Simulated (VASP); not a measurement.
HgZn3Te4 (ordered alloy cell): computed properties

Calculation: PBEsol GGA, VASP's PBE PAW potentials (set 64) (plane waves; VASP).

For HgZn$_{3}$Te$_{4}$, the space group is P-43m (215) and the cell is a = 6.1782 Å, b = 6.1782 Å, c = 6.1782 Å, α = 90.00°, β = 90.00°, γ = 90.00°. The volume per atom comes out as 29.48 Å³/atom, the band gap (over mesh and band path) is 0.64 eV and the smallest direct gap (over mesh and band path) is 0.64 eV. The band-edge character is direct, Γ to Γ. The density is 6.39 g/cm³.

HgZn3Te4 is taken in the cubic space group P-43m (No. 215), Pearson symbol cP8. Conventional cell: a = b = c = 6.1782 Å, α = β = γ = 90.00°. Zn on 3d is coordinated by 4 Te at 2.640 Å (tetrahedral). Te on 4e sees 3 Zn at 2.640 Å and 1 Hg at 2.788 Å (tetrahedral). Hg on 1b is surrounded by 4 Te at 2.788 Å (tetrahedral). (Neighbours: up to the widest gap in distance over summed covalent radii, below 1.35, at either atom; cation-cation and far metal-metal contacts left out.)

Unless said otherwise, spin-orbit coupling is left out, though it shifts the bands of the heavy elements here.

The structure was generated: HgZn3Te4 was put into an ordered model structure (P-43m), which need not be its known phase. It was relaxed first. Symmetry was kept, so distortions that lower it aren't found.
